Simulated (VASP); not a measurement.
Data:

```xyz
2
Lattice="0.0000 1.9970 1.9970 1.9970 0.0000 1.9970 1.9970 1.9970 0.0000" Properties=species:S:1:pos:R:3 pbc="T T T"
Li     0.0000     0.0000     0.0000
H      1.9970     1.9970     1.9970
```

The numbers are results of r2SCAN meta-GGA, VASP's PBE PAW potentials (set 64) (plane waves; VASP), not measurements. Settings: 520 eV cut-off, 10×10×10 Γ-centred mesh, Gaussian smearing of 0.050 eV, potentials Li_sv H.

Q: What does the run give for the energy per atom (σ→0), band gap (on the k-mesh) with the smallest direct gap where there is one?

A: 
```
Property                                     Result
-----------------------------------  --------------
band gap (on the k-mesh)                    3.58 eV
smallest direct gap (on the k-mesh)         3.58 eV
energy per atom (σ→0)                -3.409 eV/atom
```

Total energies compare only between runs with the same potentials, cut-off and functional.

The compound is LiH in the rock salt structure. It was relaxed first, which changed the volume by -6 %. The start is the result of an earlier pass.
